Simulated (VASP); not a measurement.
## MgO (Periclase): cell size against the level of theory

How close do the usual functionals, with and without dispersion, come to the cell of MgO (Periclase)? The levels: LDA, PBEsol, PBE, r2SCAN, PBE + D3(BJ), r2SCAN + rVV10, BLYP + D3(BJ) and RPBE. LASPH is on for some levels and off for others; the table marks which. The start is a cell from a database of measured crystal structures.

Calculated with VASP 6.6.1; LDA; plane waves and PAW (Mg, O), in the first sound run; inputs show where later runs differ.

**What experiment says.**

For MgO, rocksalt (bulk crystal), “Infrared Optical Properties of Ferropericlase (Mg1-xFexO): Experiment and Theory” (2007, arxiv:0704.2267) quotes earlier work: lattice constant a (cubic lattice constant) 4.212 Å [literature value, temperature not stated].

Report form: the programs' logs are mostly left out.

The database entry behind the starting cell differs from later determinations by our own check (about 0.1 % long), so it need not match the best structure at ambient conditions.

## (1) The starting structure

Before any relaxation, the start is as follows. The structure is cubic, space group Fm-3m (No. 225). Conventional cell: a = 4.217 Å, b = 4.217 Å, c = 4.217 Å, α = 90.00°, β = 90.00°, γ = 90.00°. Nearest to Mg lie 6 O at 2.11 Å. Nearest to O lie 6 Mg at 2.11 Å. Farther neighbours and most contacts between anions are not listed.

## (2) Relaxation with LDA

The start need not lie at this functional's minimum. ISIF = 3 frees volume, shape and positions, and EDIFFG sets the threshold on forces and stress at which the search stops. LDA, the lowest rung, knows the local density alone.

INCAR reads:

```
SYSTEM = MgO
PREC = Accurate
ENCUT = 560
EDIFF = 1E-06
NELM = 100
ISMEAR = -1
SIGMA = 0.05
LREAL = .FALSE.
ALGO = Normal
GGA = CA
NBANDS = 10
LORBIT = 11
LWAVE = .FALSE.
LCHARG = .FALSE.
KPAR = 2
IBRION = 2
NSW = 60
ISIF = 3
EDIFFG = -0.01
```

POSCAR reads:

```
MgO
1.0
    0.0000000000      2.1085000000      2.1085000000
    2.1085000000      0.0000000000      2.1085000000
    2.1085000000      2.1085000000      0.0000000000
Mg O
1 1
Direct
    0.0000000000      0.0000000000      0.0000000000
    0.5000000000      0.5000000000      0.5000000000
```

KPOINTS reads:

```
Automatic mesh
0
Gamma
9 9 9
0 0 0
```

Potentials, in the order of the species: Mg and O (PBE family, release 64).

Run with:

```
$ mpirun -np 2 vasp_std
```

Run time: 8.2 s. Hardware: 2 MPI ranks of Intel Xeon Platinum 8488C (Sapphire Rapids), shared host; peak memory 0.26 GiB; 15 s of CPU time.

The gap is read on the k-mesh alone, so it is an upper bound where the band edges lie off the mesh. The PAW data sets were made with PBE, though LDA sets exist; this is a small mismatch. The run keeps the 48 symmetry operations of its start, so it cannot find a distortion of lower symmetry.

The steps of the relaxation:

| step | energy less that of the first step (eV) | largest force (eV/Å) | pressure (GPa) | volume (Å³) |
| --- | --- | --- | --- | --- |
| 1 | 0.0000 | 0.0000 | -6.42 | 18.75 |
| 2 | -0.0132 | 0.0000 | 2.65 | 17.75 |
| 3 | -0.0153 | 0.0000 | 0.01 | 18.01 |

| conventional cell, symmetrised | before | after | change |
| --- | --- | --- | --- |
| a (Å) | 4.217 | 4.161 | -1.3 % |
| b (Å) | 4.217 | 4.161 | -1.3 % |
| c (Å) | 4.217 | 4.161 | -1.3 % |
| volume (Å³/atom) | 9.37 | 9.00 | -3.9 % |

Final coordinates:

```cif
data_structure
_symmetry_space_group_name_H-M 'P 1'
_symmetry_Int_Tables_number 1
_cell_length_a 2.9422
_cell_length_b 2.9422
_cell_length_c 2.9422
_cell_angle_alpha 60.000
_cell_angle_beta 60.000
_cell_angle_gamma 60.000
_cell_volume 18.01
loop_
_atom_site_label
_atom_site_type_symbol
_atom_site_fract_x
_atom_site_fract_y
_atom_site_fract_z
_atom_site_occupancy
Mg1 Mg 0.00000 0.00000 0.00000 1
O2 O 0.50000 0.50000 0.50000 1
```

Numbers from this step:

- electrons: 8
- bands: 10
- irreducible k-points: 35
- symmetry operations: 48
- free energy (TOTEN): -13.32 eV
- Fermi energy: 4.150 eV
- pressure: 0.01429 GPa
- metallic: no
- valence top at k: 0, 0, 0
- conduction bottom at k: 0, 0, 0
- least direct gap at k: 0, 0, 0
- SCF cycles over all ionic steps: 23
- gap on the k-mesh: 5.044 eV
- least direct gap on the k-mesh: 5.044 eV

It ends with forces that vanish by symmetry and a pressure of 0.01 GPa. The volume lies -3.9 % from that of the database's start, which holds the thermal and zero-point expansion of its experiment. LDA is known to overbind. The conventional cell has a = 4.161 Å.

## (3) Relaxation with PBEsol

This step: PBEsol; plane waves and PAW (Mg, O) (VASP 6.6.1).

PBEsol restores the gradient expansion of exchange and is tuned for the cells of solids.

INCAR, as its differences from that of step 2:

```diff
@@ -9,3 +9,3 @@
 ALGO = Normal
-GGA = CA
+GGA = PS
 NBANDS = 10
```

POSCAR is that of step 2.

KPOINTS is that of step 2.

Run with:

```
$ mpirun -np 2 vasp_std
```

Run time: 9.2 s. Hardware: 2 MPI ranks; peak memory 0.28 GiB; 18 s of CPU time.

The PAW data sets were made with PBE, which is usual practice but a small mismatch for other functionals.

Step by step:

| step | energy less that of the first step (eV) | largest force (eV/Å) | pressure (GPa) | volume (Å³) |
| --- | --- | --- | --- | --- |
| 1 | 0.0000 | 0.0000 | -0.91 | 18.75 |
| 2 | -0.0003 | 0.0000 | 0.33 | 18.60 |
| 3 | -0.0003 | 0.0000 | 0.00 | 18.64 |

| conventional cell, symmetrised | before | after | change |
| --- | --- | --- | --- |
| a (Å) | 4.217 | 4.209 | -0.2 % |
| b (Å) | 4.217 | 4.209 | -0.2 % |
| c (Å) | 4.217 | 4.209 | -0.2 % |
| volume (Å³/atom) | 9.37 | 9.32 | -0.6 % |

The relaxed structure:

```
Mg O
1.0
     0.00000    2.10449    2.10449
     2.10449    0.00000    2.10449
     2.10449    2.10449    0.00000
Mg O
1 1
Direct
  0.00000 0.00000 0.00000
  0.50000 0.50000 0.50000
```

Numbers from this step:

```
free energy (TOTEN)             : -12.51 eV
Fermi energy                    : 4.054 eV
pressure                        : -0.004161 GPa
SCF cycles over all ionic steps : 21
gap on the k-mesh               : 4.656 eV
least direct gap on the k-mesh  : 4.656 eV
```

It ends at 9.321 Å³/atom, -0.6 % from the start, with 0.00 GPa left. The conventional cell has a = 4.209 Å.

## (4) Relaxation with PBE

This step: PBE; plane waves and PAW (Mg, O) (VASP 6.6.1).

PBE, the usual starting point, adds the gradient of the density.

INCAR, as its differences from that of step 3:

```diff
@@ -9,3 +9,3 @@
 ALGO = Normal
-GGA = PS
+GGA = PE
 NBANDS = 10
```

POSCAR is that of step 3.

KPOINTS is that of step 3.

Run with:

```
$ mpirun -np 2 vasp_std
```

Run time: 9 s. Hardware: 2 MPI ranks; peak memory 0.27 GiB.

Relaxation path:

| step | energy less that of the first step (eV) | largest force (eV/Å) | pressure (GPa) | volume (Å³) |
| --- | --- | --- | --- | --- |
| 1 | 0.0000 | 0.0000 | 3.26 | 18.75 |
| 2 | -0.0035 | 0.0000 | -0.99 | 19.27 |
| 3 | -0.0039 | 0.0000 | 0.01 | 19.14 |

| conventional cell, symmetrised | before | after | change |
| --- | --- | --- | --- |
| a (Å) | 4.217 | 4.246 | +0.7 % |
| b (Å) | 4.217 | 4.246 | +0.7 % |
| c (Å) | 4.217 | 4.246 | +0.7 % |
| volume (Å³/atom) | 9.37 | 9.57 | +2.1 % |

Final coordinates:

```xyz
2
Lattice="0.0000 2.1231 2.1231 2.1231 0.0000 2.1231 2.1231 2.1231 0.0000" Properties=species:S:1:pos:R:3 pbc="T T T"
Mg    0.0000    0.0000    0.0000
O     2.1231    2.1231    2.1231
```

It ends at 9.570 Å³/atom, +2.1 % from the start, with 0.00 GPa left. The conventional cell has a = 4.246 Å.

## (5) Relaxation with r2SCAN

This step: r2SCAN; plane waves and PAW (Mg, O) (VASP 6.6.1).

r2SCAN adds the kinetic-energy density, costs more than a GGA and is run with LASPH.

INCAR, as its differences from that of step 4:

```diff
@@ -9,3 +9,4 @@
 ALGO = Normal
-GGA = PE
+METAGGA = R2SCAN
+LASPH = .TRUE.
 NBANDS = 10
```

POSCAR is that of step 4.

KPOINTS is that of step 4.

Run with:

```
$ mpirun -np 2 vasp_std
```

Run time: 46 s. Hardware: 2 MPI ranks; peak memory 0.29 GiB; 90 s of CPU time.

The steps of the relaxation:

| step | energy less that of the first step (eV) | largest force (eV/Å) | pressure (GPa) | volume (Å³) |
| --- | --- | --- | --- | --- |
| 1 | 0.0000 | 0.0000 | -2.70 | 18.75 |
| 2 | -0.0022 | 0.0000 | 1.12 | 18.32 |
| 3 | -0.0026 | 0.0000 | 0.00 | 18.44 |

| conventional cell, symmetrised | before | after | change |
| --- | --- | --- | --- |
| a (Å) | 4.217 | 4.194 | -0.5 % |
| b (Å) | 4.217 | 4.194 | -0.5 % |
| c (Å) | 4.217 | 4.194 | -0.5 % |
| volume (Å³/atom) | 9.37 | 9.22 | -1.6 % |

The relaxed structure:

```xyz
2
Lattice="0.0000 2.0969 2.0969 2.0969 0.0000 2.0969 2.0969 2.0969 0.0000" Properties=species:S:1:pos:R:3 pbc="T T T"
Mg    0.0000    0.0000    0.0000
O     2.0969    2.0969    2.0969
```

It ends at 9.220 Å³/atom, -1.6 % from the start, with 0.00 GPa left. The conventional cell has a = 4.194 Å.

## (6) Relaxation with PBE + D3(BJ)

This step: PBE with D3(BJ); plane waves and PAW (Mg, O) (VASP 6.6.1).

A dispersion term adds the long-range attraction that semilocal functionals lack. D3 with Becke-Johnson damping keeps a finite attraction at short range.

INCAR, as its differences from that of step 5:

```diff
@@ -9,4 +9,4 @@
 ALGO = Normal
-METAGGA = R2SCAN
-LASPH = .TRUE.
+GGA = PE
+IVDW = 12
 NBANDS = 10
```

POSCAR is that of step 5.

KPOINTS is that of step 5.

Run with:

```
$ mpirun -np 2 vasp_std
```

Wall time 10 s (2 MPI ranks); peak memory 0.3 GiB.

It ends at 9.263 Å³/atom, -1.2 % from the start, with 0.00 GPa left. The conventional cell has a = 4.200 Å. Against plain PBE, the dispersion term moves a by -1.1 %.

## (7) Relaxation with r2SCAN + rVV10

This step: r2SCAN with rVV10; plane waves and PAW (Mg, O) (VASP 6.6.1).

LUSE_VDW switches on a nonlocal correlation term for dispersion.

INCAR, as its differences from that of step 6:

```diff
@@ -9,4 +9,8 @@
 ALGO = Normal
-GGA = PE
-IVDW = 12
+METAGGA = R2SCAN
+LUSE_VDW = .TRUE.
+IVDW_NL = 2
+BPARAM = 11.95
+CPARAM = 0.0093
+LASPH = .TRUE.
 NBANDS = 10
```

POSCAR is that of step 6.

KPOINTS is that of step 6.

Run with:

```
$ mpirun -np 2 vasp_std
```

The job ended after 1.9 min (2 MPI ranks; peak memory 0.43 GiB; 3.7 min of CPU time).

It ends at 9.166 Å³/atom, -2.2 % from the start, with 0.00 GPa left. The conventional cell has a = 4.186 Å. Against plain r2SCAN, the dispersion term moves a by -0.2 %.

## (8) Relaxation with BLYP + D3(BJ)

This step: BLYP with D3(BJ); plane waves and PAW (Mg, O) (VASP 6.6.1).

BLYP comes from molecular chemistry and underbinds dense solids.

INCAR, as its differences from that of step 7:

```diff
@@ -9,8 +9,12 @@
 ALGO = Normal
-METAGGA = R2SCAN
-LUSE_VDW = .TRUE.
-IVDW_NL = 2
-BPARAM = 11.95
-CPARAM = 0.0093
-LASPH = .TRUE.
+GGA = B5
+ALDAX = 1
+AGGAX = 1
+AGGAC = 1
+ALDAC = 0
+IVDW = 12
+VDW_S6 = 1
+VDW_S8 = 2.6996
+VDW_A1 = 0.4298
+VDW_A2 = 4.2359
 NBANDS = 10
```

POSCAR is that of step 7.

KPOINTS is that of step 7.

Run with:

```
$ mpirun -np 2 vasp_std
```

Wall time 18 s (2 MPI ranks); peak memory 0.3 GiB; 36 s of CPU time.

It ends at 9.061 Å³/atom, -3.3 % from the start, with -0.03 GPa left. The conventional cell has a = 4.170 Å.

## (9) Relaxation with RPBE

This step: RPBE; plane waves and PAW (Mg, O) (VASP 6.6.1).

RPBE by itself binds more weakly than PBE and expands cells.

INCAR, as its differences from that of step 8:

```diff
@@ -9,12 +9,3 @@
 ALGO = Normal
-GGA = B5
-ALDAX = 1
-AGGAX = 1
-AGGAC = 1
-ALDAC = 0
-IVDW = 12
-VDW_S6 = 1
-VDW_S8 = 2.6996
-VDW_A1 = 0.4298
-VDW_A2 = 4.2359
+GGA = RP
 NBANDS = 10
```

POSCAR is that of step 8.

KPOINTS is that of step 8.

Run with:

```
$ mpirun -np 2 vasp_std
```

Elapsed: 11 s, on 2 MPI ranks; peak memory 0.28 GiB.

It ends at 9.862 Å³/atom, +5.2 % from the start, with 0.01 GPa left. The conventional cell has a = 4.289 Å.

## (10) The cells as a table

This step: relaxed cells at several levels; plane waves and PAW (VASP 6.6.1).

No new run; the numbers come from the runs before.

Lengths are those of the conventional cell; cost is the wall time of each run, as given at its step, times its ranks, without the set-up around it; LASPH differs between rows, which moves results and costs too. Results by level, by row:

| level | volume (Å³/atom) | change from the start (%) | a (Å) | cost (core minutes) | LASPH |
| --- | --- | --- | --- | --- | --- |
| LDA | 9 | -3.9 | 4.161 | 0.273 | off |
| PBEsol | 9.32 | -0.6 | 4.209 | 0.307 | off |
| PBE | 9.57 | 2.1 | 4.246 | 0.3 | off |
| r2SCAN | 9.22 | -1.6 | 4.194 | 1.53 | on |
| PBE + D3(BJ) | 9.26 | -1.2 | 4.2 | 0.347 | off |
| r2SCAN + rVV10 | 9.17 | -2.2 | 4.186 | 3.7 | on |
| BLYP + D3(BJ) | 9.06 | -3.3 | 4.17 | 0.613 | off |
| RPBE | 9.86 | 5.2 | 4.289 | 0.353 | off |

## (11) Results

* volume, LDA: 9.005 Å³/atom
* volume, PBEsol: 9.321 Å³/atom
* volume, PBE: 9.570 Å³/atom
* volume, r2SCAN: 9.220 Å³/atom
* volume, PBE + D3(BJ): 9.263 Å³/atom
* volume, r2SCAN + rVV10: 9.166 Å³/atom
* volume, BLYP + D3(BJ): 9.061 Å³/atom
* volume, RPBE: 9.862 Å³/atom

**Reading.** For MgO (Periclase) the levels give volumes between 9.005 Å³/atom (LDA) and 9.862 Å³/atom (RPBE), a spread of 9.5 %, while the cost of the finished runs spans a factor of 14. Within 1 % of experiment on every length: PBEsol, PBE, r2SCAN, PBE + D3(BJ) and r2SCAN + rVV10. The nearest, PBEsol, is among the cheap ones. Thermal and zero-point expansion, often some tenths of a per cent in length, bear on this order: with the measured lengths lowered by an assumed 0.4 % the nearest becomes r2SCAN. The costs hold the number of ionic steps as well as the price of the functional. The closing table has room for seven levels; BLYP + D3(BJ) stands in the table of levels alone. Adding D3(BJ) to PBE changes the volume by -3.2 % (a by -1.1 %). Adding rVV10 to r2SCAN changes the volume by -0.6 % (a by -0.2 %). Within 0.02 Å all end in space group Fm-3m; the runs can't lower the symmetry of the start. LASPH is on for some levels and off for others, so differences between them are not the functional's alone. Each is a single relaxation on the plane waves of the start cell, so larger changes of volume carry a basis-set error that was not tested here.

Calculation against experiment:

| quantity | measured | LDA | PBEsol | PBE | r2SCAN | PBE + D3(BJ) | r2SCAN + rVV10 | RPBE |
| --- | --- | --- | --- | --- | --- | --- | --- | --- |
| lattice constant a (Å) | 4.212 | 4.161 (-1.2 %) | 4.209 (-0.1 %) | 4.246 (+0.8 %) | 4.194 (-0.4 %) | 4.200 (-0.3 %) | 4.186 (-0.6 %) | 4.289 (+1.8 %) |

Measured values from arxiv:0704.2267 (2007).

**Verdict.** For the lattice constant a, of the levels listed nearest comes PBEsol (-0.1 %, good agreement) and farthest RPBE (+1.8 %, a clear miss). The grades are ours: good and fair within 0.7 and 1.5 % for the lattice constant a. For lattice constants the calculation has a static lattice, without zero-point motion or thermal expansion.

[Lines on the potential files, build, host, timing and source positions are cut from VASP's logs without a mark.]

[Logs are printed without paths, hosts, clocks, repeated set-up lines and the standing remarks that a program may print on its own settings, such as how far it seeks lower states.]

[Hosts, paths, dates, database ids (printed as entryN), source tags and the programs' standing remarks are cut or masked in the printed files.]

[A measured line is paired with the nearest computed mode of its activity, which favours agreement.]
